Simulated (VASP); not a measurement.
# Al2GaP3 (Cmc2_1) in VASP: single point with r2SCAN

Aim: the single point of Al2GaP3 with r2SCAN.

Everything below comes from runs of VASP 6.6.1. Logs are shortened: lines on timing, memory, paths and dates and some standing lists are left out, and cuts for length are marked.

**1. The structure**

It takes space group Cmc2_1 (No. 36, orthorhombic). Conventional cell: a = 11.656 Å, b = 6.728 Å, c = 6.387 Å, α = 90.00°, β = 90.00°, γ = 90.00°. Al (site symmetry 1) has 4 P at 2.38 to 2.39 Å as nearest neighbours. Around Ga (site symmetry m) lie 4 P at 2.38 to 2.39 Å. P (site symmetry 1) has 3 Al at 2.38 to 2.39 Å and 1 Ga at 2.39 Å as nearest neighbours. Around P (site symmetry m) lie 2 Al at 2.38 Å and 2 Ga at 2.38 to 2.39 Å.

The cell was built by a generator and needn't be a form met in nature.

**2. Single point, r2SCAN**

File INCAR:

```
  PREC = Accurate
  ENCUT = 520
  EDIFF = 1E-6
  ISMEAR = 0
  SIGMA = 0.03
  LREAL = False
  LASPH = True
  NELM = 150
  ALGO = Normal
  ISIF = 2
  LWAVE = False
  LCHARG = False
  METAGGA = R2SCAN
  LMIXTAU = True
  NBANDS = 46
  KPAR = 4
```

File KPOINTS:

```
regular mesh
0
Gamma
  4 4 4
```

File POSCAR:

```
Al2GaP3
1.0
    5.8281700000     -3.3638400000      0.0000000000
    5.8281700000      3.3638400000      0.0000000000
    0.0000000000      0.0000000000      6.3869300000
Al Ga P
4 2 6
Direct
    0.4997060000      0.1666100000      0.5000740000
    0.8333900000      0.5002940000      0.5000740000
    0.5002940000      0.8333900000      0.0000740000
    0.1666100000      0.4997060000      0.0000740000
    0.1665450000      0.8334550000      0.4989790000
    0.8334550000      0.1665450000      0.9989790000
    0.5003210000      0.8333360000      0.6258460000
    0.1666640000      0.4996790000      0.6258460000
    0.8327390000      0.1672610000      0.6240830000
    0.4996790000      0.1666640000      0.1258460000
    0.8333360000      0.5003210000      0.1258460000
    0.1672610000      0.8327390000      0.1240830000
```

Potentials or basis: VASP PAW PBE potentials, release 64 (Al, Ga_d, P).

The run is started by

```
> cat potpaw_PBE.64/Al/POTCAR potpaw_PBE.64/Ga_d/POTCAR potpaw_PBE.64/P/POTCAR > POTCAR
> mpirun -np 4 vasp_std > vasp.out
```

OUTCAR:

```text
PREC = Accurate
   ENCUT = 520
   EDIFF = 1E-6
   ISMEAR = 0
   LREAL = False
   LASPH = True
   NELM = 150
   ISIF = 2
   METAGGA = R2SCAN

 ion  position               nearest neighbor table
   1  0.500  0.167  0.500-   9 2.38   7 2.38   8 2.38  10 2.39
   2  0.833  0.500  0.500-   9 2.38   8 2.38   7 2.38  11 2.39
   3  0.500  0.833  0.000-  12 2.38  10 2.38  11 2.38   7 2.39
   4  0.167  0.500  0.000-  12 2.38  11 2.38  10 2.38   8 2.39
   5  0.167  0.833  0.499-   9 2.38   8 2.39   7 2.39  12 2.39
   6  0.833  0.167  0.999-  12 2.38  11 2.39  10 2.39   9 2.39
   7  0.500  0.833  0.626-   1 2.38   2 2.38   5 2.39   3 2.39
   8  0.167  0.500  0.626-   2 2.38   1 2.38   5 2.39   4 2.39
   9  0.833  0.167  0.624-   1 2.38   2 2.38   5 2.38   6 2.39
  10  0.500  0.167  0.126-   3 2.38   4 2.38   6 2.39   1 2.39
  11  0.833  0.500  0.126-   4 2.38   3 2.38   6 2.39   2 2.39
  12  0.167  0.833  0.124-   3 2.38   4 2.38   6 2.38   5 2.39

  LATTYP: Found a base centered orthorhombic cell.
 ALAT       =     6.7276800000
 B/A-ratio  =     1.7325942970
 C/A-ratio  =     0.9493510393

  Lattice vectors:

 A1 = (  -5.8281700000,  -3.3638400000,   0.0000000000)
 A2 = (   5.8281700000,  -3.3638400000,   0.0000000000)
 A3 = (   0.0000000000,   0.0000000000,   6.3869300000)

Analysis of symmetry for initial positions (statically):
=====================================================================
 Subroutine PRICEL returns:
 Original cell was already a primitive cell.

 Routine SETGRP: Setting up the symmetry group for a
 base centered orthorhombic supercell.

 Subroutine GETGRP returns: Found  4 space group operations
 (whereof  2 operations were pure point group operations)
 out of a pool of  8 trial point group operations.

The static configuration has the point symmetry C_1h.
 The point group associated with its full space group is C_2v.

Analysis of symmetry for dynamics (positions and initial velocities):
=====================================================================
 Subroutine PRICEL returns:
 Original cell was already a primitive cell.

 Routine SETGRP: Setting up the symmetry group for a
 base centered orthorhombic supercell.

 Subroutine GETGRP returns: Found  4 space group operations
 (whereof  2 operations were pure point group operations)
 out of a pool of  8 trial point group operations.

The dynamic configuration has the point symmetry C_1h.
 The point group associated with its full space group is C_2v.

 Subroutine INISYM returns: Found  4 space group operations
 (whereof  2 operations are pure point group operations),
 and found     1 'primitive' translations

----------------------------------------------------------------------------------------

                                     Primitive cell

  volume of cell :     250.4319

  direct lattice vectors                    reciprocal lattice vectors
     5.828170000 -3.363840000  0.000000000     0.085790222 -0.148639650  0.000000000
     5.828170000  3.363840000  0.000000000     0.085790222  0.148639650  0.000000000
     0.000000000  0.000000000  6.386930000     0.000000000  0.000000000  0.156569745

  length of vectors
     6.729263340  6.729263340  6.386930000     0.171620826  0.171620826  0.156569745

  position of ions in fractional coordinates (direct lattice)
     0.499706000  0.166610000  0.500074000
     0.833390000  0.500294000  0.500074000
     0.500294000  0.833390000  0.000074000
     0.166610000  0.499706000  0.000074000
     0.166545000  0.833455000  0.498979000
     0.833455000  0.166545000  0.998979000
     0.500321000  0.833336000  0.625846000
     0.166664000  0.499679000  0.625846000
     0.832739000  0.167261000  0.624083000
     0.499679000  0.166664000  0.125846000
     0.833336000  0.500321000  0.125846000
     0.167261000  0.832739000  0.124083000

  ion indices of the primitive-cell ions
   primitive index   ion index
                 1           1
                 2           2
                 3           3
                 4           4
                 5           5
                 6           6
                 7           7
                 8           8
                 9           9
                10          10
                11          11
                12          12

----------------------------------------------------------------------------------------

 KPOINTS: regular mesh

Automatic generation of k-mesh.
 Grid dimensions read from file:
 generate k-points for:    4    4    4

 Generating k-lattice:

  Cartesian coordinates                     Fractional coordinates (reciprocal lattice)
     0.021447556 -0.037159912  0.000000000     0.250000000  0.000000000  0.000000000
     0.021447556  0.037159912  0.000000000     0.000000000  0.250000000  0.000000000
     0.000000000  0.000000000  0.039142436     0.000000000  0.000000000  0.250000000

  Length of vectors
     0.042905206  0.042905206  0.039142436

  Shift w.r.t. Gamma in fractional coordinates (k-lattice)
     0.000000000  0.000000000  0.000000000

 Subroutine IBZKPT returns following result:
 ===========================================

 Found     21 irreducible k-points:

 Following reciprocal coordinates:
            Coordinates               Weight
  0.000000  0.000000  0.000000      1.000000
  0.250000 -0.000000  0.000000      4.000000
  0.500000 -0.000000  0.000000      2.000000
  0.250000  0.250000  0.000000      2.000000
  0.500000  0.250000  0.000000      4.000000
 -0.250000  0.250000  0.000000      2.000000
[... 13 lines left out ...]
 -0.250000  0.250000  0.500000      2.000000
  0.500000  0.500000  0.500000      1.000000
   k-points           NKPTS =     21   k-points in BZ     NKDIM =     21   number of bands    NBANDS=     46
   number of dos      NEDOS =    301   number of ions     NIONS =     12
   total plane-waves  NPLWV = 120000
   dimension x,y,z NGX =    50 NGY =   50 NGZ =   48
   dimension x,y,z NGXF=   100 NGYF=  100 NGZF=   96
   ions per type =               4   2   6
   NGX,Y,Z   is equivalent  to a cutoff of  12.35, 12.35, 12.49 a.u.
   NGXF,Y,Z  is equivalent  to a cutoff of  24.70, 24.70, 24.99 a.u.
 SYSTEM =  unknown system
   PREC   = accura    normal or accurate (medium, high low for compatibility)
   ISTART =      0    job   : 0-new  1-cont  2-samecut
   ICHARG =      2    charge: 1-file 2-atom 10-const
   ISPIN  =      1    spin polarized calculation?
   LNONCOLLINEAR =      F non collinear calculations
   LSORBIT =      F    spin-orbit coupling
   LASPH  =      T    aspherical Exc in radial PAW
   ENCUT  =  520.0 eV  38.22 Ry    6.18 a.u.  12.51 12.51 11.88*2*pi/ulx,y,z
   NELM   =    150;   NELMIN=  2; NELMDL= -5     # of ELM steps
   EDIFF  = 0.1E-05   stopping-criterion for ELM
   LREAL  =      F    real-space projection
   EDIFFG = 0.1E-04   stopping-criterion for IOM
   NSW    =      0    number of steps for IOM
   IBRION =     -1    ionic relax: 0-MD 1-quasi-New 2-CG
   NFREE  =      0    steps in history (QN), initial steepest desc. (CG)
   ISIF   =      2    stress and relaxation
   ISYM   =      2    0-nonsym 1-usesym 2-fastsym
   POTIM  = 0.5000    time-step for ionic-motion
   TEBEG  =    0.0;   TEEND  =   0.0 temperature during run
   PSTRESS=    0.0 pullay stress
   NELECT =      68.0000    total number of electrons
   NUPDOWN=      -1.0000    fix difference up-down
   EMIN   =  10.00;   EMAX   =-10.00  energy-range for DOS
   EFERMI =   0.00;   METHOD = LEGACY
   ISMEAR =     0;   SIGMA  =   0.03  broadening in eV -4-tet -1-fermi 0-gaus
   EFERMI_NEDOS =   21; number of points for ismear=-14 and -15
   IALGO  =     38    algorithm
   IMIX   =      4    mixing-type and parameters
     AMIX     =   0.40;   BMIX     =  1.00
     AMIX_MAG =   1.60;   BMIX_MAG =  1.00
  volume/ion in A,a.u.               =      20.87       140.83
  Fermi-wavevector in a.u.,A,eV,Ry     =   1.060103  2.003303 15.290466  1.123818
  Thomas-Fermi vector in A             =   2.195472
   LORBIT       =      0    0 simple, 1 ext, 2 COOP (PROOUT), +10 PAW based schemes
   METAGGA = R2SCAN    functional components
   LHFCALC =     F    Hartree Fock is set to
   AEXX    =    0.0000 exact exchange contribution
   IVDW    =     0    specifies the selected vdW correction
   LEPSILON=     F    determine dielectric tensor
   LRPA    =     F    only Hartree local field effects (RPA)
 non-spin polarized calculation
 Gauss-broadening in eV      SIGMA  =   0.03
  energy-cutoff  :      520.00
  volume of cell :      250.43
 maximum number of plane-waves:      6792
   NGX = 25   NGY = 25   NGZ = 23

 number of electron      68.0000000 magnetization

 Free energy of the ion-electron system (eV)
  ---------------------------------------------------
  ext. energy  EPLUGINS =         0.00000000
  ---------------------------------------------------
  free energy    TOTEN  =      -111.61967122 eV

  energy without entropy =     -111.61967122  energy(sigma->0) =     -111.61967122

 E-fermi :   4.4445     XC(G=0):  -9.8148

 val. band max:        4.2658664182   @ k =   0.0000   0.0000   0.0000
 cond. band min:       6.3294585736   @ k =   0.5000   0.5000   0.0000
 fundamental gap:      2.0635921554
 Fermi energy:         4.4444617179

 k-point     1 :       0.0000    0.0000    0.0000
  band No.  band energies     occupation
      1     -10.5321      2.00000
      2     -10.5134      2.00000
      3     -10.4943      2.00000
      4     -10.4938      2.00000
      5     -10.4770      2.00000
      6     -10.4573      2.00000
[... 38 lines left out ...]
     45      10.3541      0.00000
     46      10.6876      0.00000
[... 939 lines left out ...]
      6     -10.4673      2.00000
[... 38 lines left out ...]
     45       9.5070      0.00000
     46       9.5070      0.00000

------------------------ aborting loop because EDIFF is reached ----------------------------------------

  FORCE on cell =-STRESS in cart. coord.  units (eV):
  Direction    XX          YY          ZZ          XY          YZ          ZX
  --------------------------------------------------------------------------------------
  -------------------------------------------------------------------------------------
  Total       -2.9533022     -2.9361930     -2.7877368      0.0000000      0.0000000      0.0000000
  in kB      -18.8942116    -18.7847532    -17.8349811      0.0000000      0.0000000      0.0000000
  external PRESSURE =     -18.5046486 kB  Pullay stress =       0.0000000 kB

 VOLUME and BASIS-vectors are now :
 -----------------------------------------------------------------------------
  energy-cutoff  :      520.00
  volume of cell :      250.43
      direct lattice vectors                 reciprocal lattice vectors
     5.828170000 -3.363840000  0.000000000     0.085790222 -0.148639650  0.000000000
     5.828170000  3.363840000  0.000000000     0.085790222  0.148639650  0.000000000
     0.000000000  0.000000000  6.386930000     0.000000000  0.000000000  0.156569745

 POSITION                                       TOTAL-FORCE (eV/Angst)
 -----------------------------------------------------------------------------------
      3.88340     -1.12048      3.19394         0.004226     -0.001721     -0.004183
      7.77294     -1.12048      3.19394        -0.004226     -0.001721     -0.004183
      7.77294      1.12048      0.00047        -0.004226      0.001721     -0.004183
      3.88340      1.12048      0.00047         0.004226      0.001721     -0.004183
      5.82817      2.24338      3.18694        -0.000000      0.009219      0.008130
      5.82817     -2.24338      6.38041        -0.000000     -0.009219      0.008130
      7.77278      1.12021      3.99723        -0.035884      0.021941     -0.013932
      3.88356      1.12021      3.99723         0.035884      0.021941     -0.013932
      5.82817     -2.23856      3.98597        -0.000000     -0.044533      0.028101
      3.88356     -1.12021      0.80377         0.035884     -0.021941     -0.013932
      7.77278     -1.12021      0.80377        -0.035884     -0.021941     -0.013932
      5.82817      2.23856      0.79251        -0.000000      0.044533      0.028101
 -----------------------------------------------------------------------------------
    total drift:                                0.000002     -0.000000      0.043642

  FREE ENERGIE OF THE ION-ELECTRON SYSTEM (eV)
  ---------------------------------------------------
  free  energy   TOTEN  =      -111.6196712200 eV

  energy  without entropy=     -111.6196712200  energy(sigma->0) =     -111.61967122
```

Wall time 6.9 min (4 MPI ranks of AMD EPYC 7R13 (Zen 3), shared host); peak memory 0.5 GiB.

What came out:

```yaml
Free_energy: -111.6197 eV
Pressure: -1.9 GPa
Largest_force: 0.053 eV/Å
Band_gap_on_the_k_mesh: 2.06 eV, indirect (least direct gap 2.42 eV)
```

Forces in eV/Å, atoms in the order of the input:
```
Al   0.004 -0.002 -0.004
Al  -0.004 -0.002 -0.004
Al  -0.004  0.002 -0.004
Al   0.004  0.002 -0.004
Ga   0.000  0.009  0.008
Ga   0.000 -0.009  0.008
P   -0.036  0.022 -0.014
P    0.036  0.022 -0.014
P    0.000 -0.045  0.028
P    0.036 -0.022 -0.014
P   -0.036 -0.022 -0.014
P    0.000  0.045  0.028
```

Caveat: the PAW data sets were made with another functional, which shifts forces and pressure a little. r2SCAN opens gaps a little over a GGA but as a rule still falls short of measured ones.
